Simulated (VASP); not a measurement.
Wanted: the native input for a VASP 6.6.1 run.

- Task: relaxation of cell and atoms
- Functional: PBE
- Potentials or basis: VASP PAW PBE potentials, release 64 (Nb_sv, W_sv, S)
- Cutoff: 520 eV
- k mesh: 4 × 4 × 3
- Occupations: gaussian, width 0.15 eV
- Spin: no spin polarisation
- Further INCAR settings: PREC = Normal; ALGO = Fast; EDIFF = 0.0001; IBRION = 2; EDIFFG = -0.08; NSW = 24; ISIF = 3

The structure of NbWS4 lies in POSCAR:

```
NbWS4
1.0
    4.1838505000      0.0000000000      0.0000000000
    0.0000000000      4.1838505000      0.0000000000
    0.0000000000      0.0000000000      5.9168105700
Nb W S
1 1 4
Direct
    0.0000000000      0.0000000000      0.0000000000
    0.5000000000      0.5000000000      0.5000000000
    0.5000000000      0.0000000000      0.7265759700
    0.0000000000      0.5000000000      0.2734240300
    0.5000000000      0.0000000000      0.2734240300
    0.0000000000      0.5000000000      0.7265759700
```

The cell was built by a generator and needn't be a form met in nature.

The input as run:

INCAR

```
PREC = Normal
ENCUT = 520
EDIFF = 1E-4
ISMEAR = 0
SIGMA = 0.15
LREAL = False
LASPH = True
NELM = 60
ALGO = Fast
ISIF = 3
LWAVE = False
LCHARG = False
GGA = PE
IBRION = 2
NSW = 24
EDIFFG = -0.08
```

KPOINTS

```
regular mesh
0
Gamma
  4 4 3
```

Potentials or basis: VASP PAW PBE potentials, release 64 (Nb_sv, W_sv, S).

Command:

```bash
$ cat potpaw_PBE.64/Nb_sv/POTCAR potpaw_PBE.64/W_sv/POTCAR potpaw_PBE.64/S/POTCAR > POTCAR
$ mpirun -np 1 vasp_std > vasp.out
```

It gave:

```json
{"Relaxed volume": "17.57 Å³/atom", "Relaxed cell": "a = 4.188 Å, b = 4.188 Å, c = 6.010 Å, α = 90.00°, β = 90.00°, γ = 90.00°", "Space group after relaxing (to 0.05 Å)": "P4/mmm (No. 123)", "Energy gained by relaxing": "41.9 meV/atom", "Ionic steps": "5", "Pressure after relaxing": "0.2 GPa", "Largest force after relaxing": "0.028 eV/Å", "Band gap on the k mesh": "none (metal or under the smearing width)"}
```

Caveat: the k mesh is coarse (spacing up to 0.38 Å⁻¹), so the values aren't converged; the relaxation stopped at a loose force limit of 0.08 eV/Å, so its end isn't a converged minimum.

Wall time 39 s on 1 thread of Intel(R) Xeon(R) 6975P-C (Granite Rapids), with other jobs on the host, peak memory 0.17 GiB.
